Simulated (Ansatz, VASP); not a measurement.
# GeMo in two plane-wave programs

One calculation is typed for both programs; each brings its own data sets and cutoff. How far apart do they land? The cell is generated by rule, not measured, and may not be a known phase. The cell is taken from a series of VASP runs on this material, whose earlier steps may have relaxed, scaled or displaced it; both programs get it as it stands.

Main program and level: Ansatz 0.2.0; plane waves, with VASP 6.6.1 beside it; band structure at PBE, spin-orbit coupling.

The structure was built from a prototype and need not be the compound's stable phase.

## 1. The structure

It takes space group Fm-3m (No. 225, cubic). Conventional cell: a = 5.500 Å, b = 5.500 Å, c = 5.500 Å, α = 90.00°, β = 90.00°, γ = 90.00°. Nearest to Mo lie 6 Ge at 2.75 Å. Nearest to Ge lie 6 Mo at 2.75 Å. Farther neighbours are not listed.

As a file:

```cif
data_structure
_symmetry_space_group_name_H-M 'P 1'
_symmetry_Int_Tables_number 1
_cell_length_a 3.8891
_cell_length_b 3.8891
_cell_length_c 3.8891
_cell_angle_alpha 60.000
_cell_angle_beta 60.000
_cell_angle_gamma 60.000
_cell_volume 41.59
loop_
_atom_site_label
_atom_site_type_symbol
_atom_site_fract_x
_atom_site_fract_y
_atom_site_fract_z
_atom_site_occupancy
Mo1 Mo 0.00000 0.00000 0.00000 1
Ge2 Ge 0.50000 0.50000 0.50000 1
```

## 2. VASP: band structure, PBE, spin-orbit coupling

A single point gives forces, pressure and levels at one fixed geometry, so differences don't come from the geometry; what else differs is listed under the comparison.

Lines of VASP's logs that name or quote its potential files are left out, and so is its time.

Contents of INCAR:

```
SYSTEM = GeMo
PREC = Accurate
ENCUT = 410
EDIFF = 1E-06
NELM = 100
ISMEAR = 0
SIGMA = 0.02
LREAL = .FALSE.
ALGO = Normal
GGA = PE
LNONCOLLINEAR = .TRUE.
MAGMOM = 0 0 0 0 0 0
NBANDS = 40
GGA_COMPAT = .FALSE.
LASPH = .TRUE.
LSORBIT = .TRUE.
LMAXMIX = 4
LORBIT = 11
LWAVE = .FALSE.
LCHARG = .FALSE.
KPAR = 4
ISIF = 2
```

Contents of POSCAR:

```
GeMo
1.0
    0.0000000000      2.7500000000      2.7500000000
    2.7500000000      0.0000000000      2.7500000000
    2.7500000000      2.7500000000      0.0000000000
Mo Ge
1 1
Direct
    0.0000000000      0.0000000000      0.0000000000
    0.5000000000      0.5000000000      0.5000000000
```

Contents of KPOINTS:

```
Automatic mesh
0
Gamma
8 8 8
0 0 0
```

Contents of KPOINTS_OPT:

```
Line mode
16
Line-mode
Reciprocal
  0.00000000   0.00000000   0.00000000 GAMMA
  0.50000000   0.00000000   0.50000000 X

  0.50000000   0.00000000   0.50000000 X
  0.50000000   0.25000000   0.75000000 W

  0.50000000   0.25000000   0.75000000 W
  0.37500000   0.37500000   0.75000000 K

  0.37500000   0.37500000   0.75000000 K
  0.00000000   0.00000000   0.00000000 GAMMA

  0.00000000   0.00000000   0.00000000 GAMMA
  0.50000000   0.50000000   0.50000000 L

  0.50000000   0.50000000   0.50000000 L
  0.62500000   0.25000000   0.62500000 U

  0.62500000   0.25000000   0.62500000 U
  0.50000000   0.25000000   0.75000000 W

  0.50000000   0.25000000   0.75000000 W
  0.50000000   0.50000000   0.50000000 L

  0.50000000   0.50000000   0.50000000 L
  0.37500000   0.37500000   0.75000000 K

  0.62500000   0.25000000   0.62500000 U
  0.50000000   0.00000000   0.50000000 X
```

The projector-augmented-wave data sets are Mo_sv and Ge_d (PBE family, release 64).

Run with:

```console
$ mpirun -np 4 vasp_ncl
```

Numbers of over 12 decimals in the logs are rounded to 6 here.

The log of the run:

```text
[banner, memory and clock lines left out]
running    4 mpi-ranks, on    1 nodes
 distrk:  each k-point on    1 cores,    4 groups
 distr:  one band on    1 cores,    1 groups

 POSCAR found type information on POSCAR MoGe
 POSCAR found :  2 types and       2 ions
 LDA part: xc-table for (Slater+PW92), standard interpolation
 POSCAR, INCAR and KPOINTS ok, starting setup
 FFT: planning ... GRIDC
 FFT: planning ... GRID_SOFT
 FFT: planning ... GRID
 WAVECAR not read
 entering main loop
       N       E                     dE             d eps       ncg     rms          rms(c)
DAV:   1     0.284540002313E+03    0.28454E+03   -0.12432E+04  3136   0.277E+03
DAV:   2     0.222564091086E+02   -0.26228E+03   -0.25140E+03  2416   0.759E+02
DAV:   3    -0.134798334742E+02   -0.35736E+02   -0.34678E+02  2688   0.162E+02
DAV:   4    -0.151579272366E+02   -0.16781E+01   -0.16720E+01  2664   0.395E+01
DAV:   5    -0.151920857932E+02   -0.34159E-01   -0.34133E-01  2696   0.636E+00    0.955E+00
DAV:   6    -0.142672727882E+02    0.92481E+00   -0.54289E+00  2616   0.156E+01    0.285E+00
DAV:   7    -0.140760407431E+02    0.19123E+00   -0.71060E-01  2768   0.790E+00    0.133E+00
DAV:   8    -0.140709323812E+02    0.51084E-02   -0.43647E-02  2936   0.203E+00    0.521E-01
DAV:   9    -0.140709686414E+02   -0.36260E-04   -0.18338E-03  2648   0.379E-01    0.195E-01
DAV:  10    -0.140708792025E+02    0.89439E-04   -0.25290E-04  3120   0.230E-01    0.890E-02
DAV:  11    -0.140708853115E+02   -0.61090E-05   -0.20194E-04  2944   0.217E-01    0.260E-02
DAV:  12    -0.140708866672E+02   -0.13556E-05   -0.10693E-05  2640   0.417E-02    0.567E-03
DAV:  13    -0.140708863359E+02    0.33130E-06   -0.78221E-07  1832   0.776E-03
   1 F= -.14070886E+02 E0= -.14069985E+02  d E =-.180234E-02  mag=    -0.0000     0.0000    -0.0000
 Start KPOINTS_OPT (optional k-point list driver)
k-point batch [1-29\160]
       N       E                     dE             ncg
DAV:   1    -0.357935389335E+04   -0.21826E+05     3232
DAV:   2    -0.109197276846E+05   -0.73404E+04     2504
DAV:   3    -0.118535202794E+05   -0.93379E+03     2688
DAV:   4    -0.118968147662E+05   -0.43294E+02     2512
DAV:   5    -0.118977080624E+05   -0.89330E+00     2712
DAV:   6    -0.118977316401E+05   -0.23578E-01     2568
DAV:   7    -0.118977325644E+05   -0.92429E-03     2880
DAV:   8    -0.118977326017E+05   -0.37324E-04     2376
DAV:   9    -0.118977326035E+05   -0.17772E-05     1872
DAV:  10    -0.118977326036E+05   -0.13737E-06     1328
[...]
k-point batch [146-160\160]
       N       E                     dE             ncg
DAV:   1     0.988876366373E+04   -0.15345E+05     1648
DAV:   2     0.610062934774E+04   -0.37881E+04     1328
DAV:   3     0.561620816329E+04   -0.48442E+03     1368
DAV:   4     0.559381642375E+04   -0.22392E+02     1304
DAV:   5     0.559334864899E+04   -0.46777E+00     1368
DAV:   6     0.559333632156E+04   -0.12327E-01     1352
DAV:   7     0.559333582234E+04   -0.49921E-03     1448
DAV:   8     0.559333580279E+04   -0.19551E-04     1272
DAV:   9     0.559333580184E+04   -0.94860E-06     1024
```

From OUTCAR (step 2):

```text
ion  position               nearest neighbor table
   1  0.000  0.000  0.000-   2 2.75   2 2.75   2 2.75   2 2.75   2 2.75   2 2.75
   2  0.500  0.500  0.500-   1 2.75   1 2.75   1 2.75   1 2.75   1 2.75   1 2.75

  LATTYP: Found a face centered cubic cell.
 ALAT       =     5.5000000000

 Subroutine GETGRP returns: Found 48 space group operations
 (whereof 48 operations were pure point group operations)

The static configuration has the point symmetry O_h .

 Found     29 irreducible k-points:

   k-points           NKPTS =     29   k-points in BZ     NKDIM =     29   number of bands    NBANDS=     40

   dimension x,y,z NGX =    28 NGY =   28 NGZ =   28
   dimension x,y,z NGXF=    56 NGYF=   56 NGZF=   56

   ENCUT  =  410.0 eV  30.13 Ry    5.49 a.u.   6.42  6.42  6.42*2*pi/ulx,y,z

   NELECT =      28.0000    total number of electrons

 k-points in reciprocal lattice and weights: Automatic mesh
   0.00000000  0.00000000  0.00000000       0.002
   0.12500000  0.00000000  0.00000000       0.016
   0.25000000  0.00000000  0.00000000       0.016
   0.37500000  0.00000000  0.00000000       0.016
   0.50000000  0.00000000  0.00000000       0.008
   0.12500000  0.12500000  0.00000000       0.012
   0.25000000  0.12500000  0.00000000       0.047
   0.37500000  0.12500000  0.00000000       0.047
   0.50000000  0.12500000  0.00000000       0.047
[...]
-0.37500000  0.50000000  0.12500000       0.023
  -0.25000000  0.50000000  0.25000000       0.012

 average (electrostatic) potential at core
       1 -74.9566       2 -71.9216

 E-fermi :   7.1029

 k-point     1 :       0.0000    0.0000    0.0000
  band No.  band energies     occupation
    ...
     26       6.0533      1.00000
     27       6.3601      1.00000
     28       6.3601      1.00000
     29       6.3601      1.00000
     30       6.3601      1.00000
     31       9.0730      0.00000
     32       9.0730      0.00000
     33       9.4313      0.00000
     34       9.4313      0.00000
     35       9.4313      0.00000
    ...

 k-point     2 :       0.1250    0.0000    0.0000
  band No.  band energies     occupation
    ...
     26       5.8117      1.00000
     27       6.1969      1.00000
     28       6.1969      1.00000
     29       6.2567      1.00000
     30       6.2567      1.00000
     31       8.5831      0.00000
     32       8.5831      0.00000
     33       9.9361      0.00000
     34       9.9361      0.00000
     35      10.1194      0.00000
    ...

 k-point     3 :       0.2500    0.0000    0.0000
  band No.  band energies     occupation
    ...
     26       5.0414      1.00000
     27       6.5682      1.00000
     28       6.5682      1.00000
     29       6.5984      1.00000
     30       6.5984      1.00000
     31       7.9872      0.00000
     32       7.9872      0.00000
     33      11.3406      0.00000
     34      11.3406      0.00000
     35      11.4877      0.00000
    ...

  Total       -5.3081846     -5.3081846     -5.3081846      0.0000000      0.0000000     -0.0000000
  in kB     -204.4694930   -204.4694930   -204.4694930      0.0000000      0.0000000     -0.0000000
  external PRESSURE =    -204.4694930 kB  Pullay stress =       0.0000000 kB

  energy-cutoff  :      410.00
  volume of cell :       41.59
      direct lattice vectors                 reciprocal lattice vectors
     0.000000000  2.750000000  2.750000000    -0.181818182  0.181818182  0.181818182
     2.750000000  0.000000000  2.750000000     0.181818182 -0.181818182  0.181818182
     2.750000000  2.750000000  0.000000000     0.181818182  0.181818182 -0.181818182

 POSITION                                       TOTAL-FORCE (eV/Angst)
 -----------------------------------------------------------------------------------
      0.00000      0.00000      0.00000         0.000000      0.000000      0.000000
      2.75000      2.75000      2.75000         0.000000     -0.000000     -0.000000
 -----------------------------------------------------------------------------------
    total drift:                                0.000000      0.000000      0.000000

  FREE ENERGIE OF THE ION-ELECTRON SYSTEM (eV)
  ---------------------------------------------------
  free  energy   TOTEN  =       -14.0708863359 eV

  energy  without entropy=      -14.0690839971  energy(sigma->0) =      -14.06998517

 Spin-Orbit-Coupling matrix elements
 Ion:    1  E_soc:     -0.2053339
 Ion:    2  E_soc:     -0.0207817

 total charge
# of ion       s       p       d       tot
------------------------------------------
    1        2.198   6.073   3.865  12.137
    2        1.131   1.164  10.025  12.321
--------------------------------------------------
tot          3.330   7.237  13.891  24.457

 magnetization (x)
# of ion       s       p       d       tot
------------------------------------------
    1        0.000   0.000   0.000   0.000
    2        0.000  -0.000   0.000  -0.000
--------------------------------------------------
tot          0.000  -0.000   0.000   0.000

 magnetization (y)
# of ion       s       p       d       tot
------------------------------------------
    1        0.000   0.000  -0.000  -0.000
    2       -0.000  -0.000  -0.000  -0.000
--------------------------------------------------
tot          0.000  -0.000  -0.000  -0.000

 magnetization (z)
# of ion       s       p       d       tot
------------------------------------------
    1        0.000   0.000  -0.000  -0.000
    2       -0.000   0.000   0.000   0.000
--------------------------------------------------
tot          0.000   0.000  -0.000   0.000

[... 3 further parts left out ...]
```

The run ends at a pressure of -20.45 GPa.

## 3. Ansatz: band structure, PBE, spin-orbit coupling

Ansatz runs on its fully relativistic PAW (standard-fr) files.

The same cell, functional, mesh and smearing now go to Ansatz, which takes its cutoff from its data sets.

Contents of input.yaml:

```yaml
crystal:
  lattice:
    - [0.0, 2.75, 2.75]
    - [2.75, 0.0, 2.75]
    - [2.75, 2.75, 0.0]
  atoms:
    - { symbol: Mo, position: [0.0, 0.0, 0.0] }
    - { symbol: Ge, position: [0.5, 0.5, 0.5] }
hamiltonian:
  xc: pbe
  pseudopotentials: { kind: paw_fr }
magnetization:
  noncollinear: true
  spin_orbit: true
kpoints:
  mp_grid: { grid: [8, 8, 8] }
  band_path:
    path:
      - [0.0, 0.0, 0.0]
      - [0.16667, 0.0, 0.16667]
      - [0.33333, 0.0, 0.33333]
      - [0.5, 0.0, 0.5]
      - [0.5, 0.08333, 0.58333]
      - [0.5, 0.18333, 0.68333]
      - [0.5, 0.25, 0.75]
      - [0.45, 0.3, 0.75]
      - [0.40833, 0.34167, 0.75]
      - [0.35, 0.35, 0.7]
      - [0.225, 0.225, 0.45]
      - [0.075, 0.075, 0.15]
      - [0.03333, 0.03333, 0.03333]
      - [0.23333, 0.23333, 0.23333]
      - [0.4, 0.4, 0.4]
      - [0.51667, 0.46667, 0.51667]
      - [0.55833, 0.38333, 0.55833]
      - [0.60833, 0.28333, 0.60833]
      - [0.60833, 0.25, 0.64167]
      - [0.55833, 0.25, 0.69167]
      - [0.51667, 0.25, 0.73333]
      - [0.5, 0.3, 0.7]
      - [0.5, 0.38333, 0.61667]
      - [0.5, 0.48333, 0.51667]
      - [0.475, 0.475, 0.55]
      - [0.425, 0.425, 0.65]
      - [0.38333, 0.38333, 0.73333]
      - [0.59167, 0.18333, 0.59167]
      - [0.55, 0.1, 0.55]
      - [0.5, 0.0, 0.5]
    npoints: 1
scf:
  occupations: { method: gaussian, width: 0.02 }
  n_extra_bands: 14
output:
  forces: true
  stress: true
  eigenvalues: true
```

Run with:

```console
$ ansatz run input.yaml --threads 2 --pin off --max-ram 4608MiB --backend cpu --events-out ev --progress --plain --runs-dir out
```

The log of the run:

```text
scf.n_extra_bands = 14 over 28 filled bands (N_el = 28.0): the run solves 42 bands
Engine: ansatz 0.2.0, x86_64-unknown-linux-gnu
Pseudopotentials: kind: paw_fr
Pseudopotential: Mo, paw_fr, valence charge 14, recommended cutoff 420 eV (normal), Mo.paw.azcp#standard-fr
Pseudopotential: Ge, paw_fr, valence charge 14, recommended cutoff 420 eV (normal), Ge.paw.azcp#standard-fr
Functional definition: PBE
  parameter kappa = 0.804
  parameter beta = 0.066725
  exchange = pbe_x(kappa = kappa, mu = beta*pi^2/3)
  correlation = pbe_c(beta = beta)
non-collinear run that drives no moment, with spin-orbit: no starting moment large enough to seed its density (crystal.atoms[].spin), no starting occupations that ask for one, no magnetisation constraint and no magnetic field, so the semilocal B_xc is pinned to zero
Crystal: 2 atoms, lattice volume = 41.594 Å³
Basis set: ecut = 420 eV, 869 PW (Γ), exchange–correlation on 54×54×54 points (8 copies of the dense FFT grid, shifted against one another)
Bands: 42, of which v1, the nominal top of the filled ones, is band 28 counted from 1 (27 counted from 0)
Symmetry: 48 space group operations + 48 with time reversal
Magnetic group: BNS 225.117 (UNI 1619), of the structure as read, at distance tolerance 3.5e-5 Å
k-points: 29 of 512
Projection manifold: j_resolved (fully-relativistic pseudo-atomic orbitals)
Non-local potential: Mo, projectors of the file, l = 0: 3, l = 1: 4, l = 2: 4, l = 3: 2
Non-local potential: Ge, projectors of the file, l = 0: 2, l = 1: 4, l = 2: 6, l = 3: 2
PAW form: soft (Blöchl's): semilocal exchange-correlation on the pseudo side does not see the compensation charge
PAW one-centre angular grid: Mo, 590 points (default); XC on 64 Gauss nodes
PAW one-centre angular grid: Ge, 590 points (default); XC on 64 Gauss nodes
Initial density: superposition of atomic densities (chi_scale 0.1, normalization cell, long waves kept (reshape's long-wave potential 0.00 eV rms))
Initial wavefunctions: pseudopotential atomic-orbital guess
Functional: x = pbe(κ = 0.804, μ = 0.219515), c = pbe(β = 0.066725)
SCF iter   1: F=—  HF=-9252.244349 eV  |F-HF|=—  |Δ(HF+E_count)|=         —  Δρ=9.48e-2  dr2=6.99e0  dr2_m=0.00e0 (ungated)  ethr=3.10e-3  |M|=0.00e0 ∫|m|=0.00e0 μB  |m|>n=0.0e0 m-floor=0.0e0 τ_xc=0.0e0  β_m=0.30  ⟨swp⟩=6.2  Hψ=2753  notcnv=0  defer=48
preconditioner: auto → Kerker (q_TF=auto, 2.554 Å⁻¹)  [metal: Δε(μ)=0.008 eV  Ē_g=8.456 eV  σ=0.020 eV  W_gap=0.23  n_scr=14 (ndim 8)  ℏωp=18.2 eV  f_vac=0.000  D(μ)=5.76/eV (n_scr^D=88)]
spin=Noncollinear: Kerker preconditioning applied to the charge; magnetization (m_x, m_y, m_z) channels mix plain (no charge-response kernel on spin).
SCF iter   2: F=—  HF=-9251.141429 eV  |F-HF|=—  |Δ(HF+E_count)|=    1.10e0  Δρ=5.17e-2  dr2=2.01e0  dr2_m=0.00e0 (ungated)  ethr=3.10e-3  |M|=0.00e0 ∫|m|=0.00e0 μB  |m|>n=0.0e0 m-floor=0.0e0 τ_xc=0.0e0  β_m=0.47  ⟨swp⟩=2.3  Hψ=999  notcnv=0  defer=188
SCF iter   3: F=—  HF=-9250.774269 eV  |F-HF|=—  |Δ(HF+E_count)|=   3.67e-1  Δρ=1.44e-2  dr2=6.47e-2  dr2_m=0.00e0 (ungated)  ethr=3.10e-3  |M|=0.00e0 ∫|m|=0.00e0 μB  |m|>n=0.0e0 m-floor=0.0e0 τ_xc=0.0e0  β_m=0.67  ⟨swp⟩=2.3  Hψ=828  notcnv=0  defer=188
SCF iter   4: F=—  HF=-9250.779157 eV  |F-HF|=—  |Δ(HF+E_count)|=   4.89e-3  Δρ=7.72e-3  dr2=4.13e-2  dr2_m=0.00e0 (ungated)  ethr=2.31e-4  |M|=0.00e0 ∫|m|=0.00e0 μB  |m|>n=0.0e0 m-floor=0.0e0 τ_xc=0.0e0  β_m=0.62  ⟨swp⟩=2.1  Hψ=1197  notcnv=0  defer=184
SCF iter   5: F=—  HF=-9250.773830 eV  |F-HF|=—  |Δ(HF+E_count)|=   5.33e-3  Δρ=4.04e-3  dr2=1.21e-2  dr2_m=0.00e0 (ungated)  ethr=1.48e-4  |M|=0.00e0 ∫|m|=0.00e0 μB  |m|>n=0.0e0 m-floor=0.0e0 τ_xc=0.0e0  β_m=0.81  ⟨swp⟩=1.9  Hψ=583  notcnv=0  defer=184
SCF iter   6: F=—  HF=-9250.772177 eV  |F-HF|=—  |Δ(HF+E_count)|=   1.65e-3  Δρ=7.71e-4  dr2=4.42e-4  dr2_m=0.00e0 (ungated)  ethr=4.31e-5  |M|=0.00e0 ∫|m|=0.00e0 μB  |m|>n=0.0e0 m-floor=0.0e0 τ_xc=0.0e0  β_m=0.82  ⟨swp⟩=2.0  Hψ=719  notcnv=0  defer=184
SCF iter   7: F=—  HF=-9250.772114 eV  |F-HF|=—  |Δ(HF+E_count)|=   6.36e-5  Δρ=1.78e-4  dr2=2.22e-5  dr2_m=0.00e0 (ungated)  ethr=1.58e-6  |M|=0.00e0 ∫|m|=0.00e0 μB  |m|>n=0.0e0 m-floor=0.0e0 τ_xc=0.0e0  β_m=0.91  ⟨swp⟩=2.0  Hψ=648  notcnv=0  defer=184
SCF iter   8: F=—  HF=-9250.772110 eV  |F-HF|=—  |Δ(HF+E_count)|=   4.00e-6  Δρ=5.23e-5  dr2=2.00e-6  dr2_m=0.00e0 (ungated)  ethr=7.93e-8  |M|=0.00e0 ∫|m|=0.00e0 μB  |m|>n=0.0e0 m-floor=0.0e0 τ_xc=0.0e0  β_m=0.96  ⟨swp⟩=2.4  Hψ=745  notcnv=0  defer=184
SCF iter   9: F=-9250.772109 eV  HF=-9250.772109 eV  |F-HF|=4.89e-9  |Δ(HF+E_count)|=   3.63e-7  Δρ=6.29e-6  dr2=2.49e-8  dr2_m=0.00e0 (ungated)  ethr=3.57e-10  |M|=0.00e0 ∫|m|=0.00e0 μB  |m|>n=0.0e0 m-floor=0.0e0 τ_xc=0.0e0  ⟨swp⟩=8.8  Hψ=2938  notcnv=0
SCF 1 converged in 9 iterations: F = -9250.772109 eV  dr2 = 2.49e-8
  greatest PAW one-centre occupation: 0.998 electrons in one spin orbital (limit 2), on the Mo atom at site 0 (counted from 0), in its partial waves of l = 0
NSCF: frozen V_eff on 30 k-points
SCF converged after 9 iterations
Magnetization: |M| = 0.0000 μB,  M = (+0.0000, +0.0000, +0.0000) μB
Absolute magnetization: 0.0000 μB (∫|m|)
  site 0: m = (+0.0000, +0.0000, +0.0000) μB, |m| = 0.0000 μB  (R = 1.13 Å)
  site 1: m = (+0.0000, +0.0000, +0.0000) μB, |m| = 0.0000 μB  (R = 1.13 Å)
Free energy (F): -9250.772109 eV
Harris-Foulkes:  -9250.772109 eV  (|F-HF|=4.89e-9)
Internal energy: -9250.770298 eV  (E = F + TS)
E sigma→0 (E₀):  -9250.771204 eV
Entropy (-TS):   -0.001812 eV (-0.906 meV/atom)
Fermi energy:    12.270866 eV
--- Per-component energies (eV) ---
  E_band       = -269.198855
  E_kinetic    = 545.325256
  E_local      = -3306.310958  (includes V_loc(G=0)·N_el)
  E_nonlocal   = 562.382168
  E_hartree    = 1337.160584
  E_xc         = -254.907390
  E_vxc        = -288.070664  (∫ρ·V_xc dr)
  E_paw        = -5222.496294  (= ΣΔE_a)
  E_vpaw       = -456.853277  (= ΣTr[D̂ρ^β])
  E_aug_tail   = 0.000428  (compensation charges beyond the density's cutoff)
  E_ewald      = -2911.924092
  E_smearing   = -0.001812  (= −TS)
  E_closure    = -0.000000  (closes the sum)
  Σ components = -9250.772109   (vs F -9250.772109, Δ=0.00e0)
--- Forces (eV/Å), atoms counted from 1 ---
  atom   1  Mo     0.00000000     0.00000000    -0.00000000
  atom   2  Ge     0.00000000    -0.00000000    -0.00000000
  max |Σ_I F_I| component: 7.05e-29 eV/Å
--- Stress (GPa, compression-positive) ---
      -20.109723       0.000000       0.000000
       -0.000000     -20.109723       0.000000
       -0.000000       0.000000     -20.109723
  P = ⅓ Tr σ = -20.1097 GPa (-201.097 kbar)
--- Band table (eV; the first three rows and the last of 29) ---
  k-point 0: bands = [... 24 lower, 11.2221, 11.2221, 11.5284, 11.5284, 11.5284, 11.5284, 14.2400, 14.2400, ... 10 higher]
  k-point 1: bands = [... 24 lower, 10.9804, 10.9804, 11.3653, 11.3653, 11.4254, 11.4254, 13.7526, 13.7526, ... 10 higher]
  k-point 2: bands = [... 24 lower, 10.2100, 10.2100, 11.7364, 11.7364, 11.7667, 11.7667, 13.1575, 13.1575, ... 10 higher]
  k-point 28: bands = [... 24 lower, 9.4695, 9.4695, 12.8044, 12.8044, 12.9402, 12.9402, 13.0245, 13.0245, ... 10 higher]
```

The job ended after 5 s (2 threads of Intel Xeon Platinum 8375C at 2.90GHz (Ice Lake), shared host; peak memory 0.54 GiB).

## 4. Comparison

Known differences besides the potentials themselves: spin-orbit coupling enters by fully relativistic files in Ansatz and inside the spheres in VASP; the cutoff is 420 eV in Ansatz and 410 eV in VASP. Total energies have different zeros and are not compared.

Compared:

```csv
quantity,Ansatz,VASP,difference
pressure (GPa),-20.11,-20.45,+0.34
```

Levels from 3 eV below to 2 eV above the Fermi level differ by 1 meV r.m.s. and 4 meV at most; each VASP level is matched to the nearest of Ansatz, which flatters the figure a little.

## 5. What came out

* r.m.s. difference of levels near the Fermi level (band structure, PBE, spin-orbit coupling): 1.2 meV

The r.m.s. difference of levels near the Fermi level is 1.2 meV (band structure, PBE, spin-orbit coupling), within the 80 meV picked in this series as the mark of a large difference. 1 further run of this series is not shown here. How closely two codes agree says nothing of how well the functional describes the real material.

[Lines on the potential files, build, host, timing and source positions are cut from VASP's logs without a mark.]

[Logs are printed without paths, hosts, clocks, repeated set-up lines and the standing remarks that a program may print on its own settings, such as how far it seeks lower states.]

[Hosts, paths, dates, database ids (printed as entryN), source tags and the programs' standing remarks are cut or masked in the printed files.]
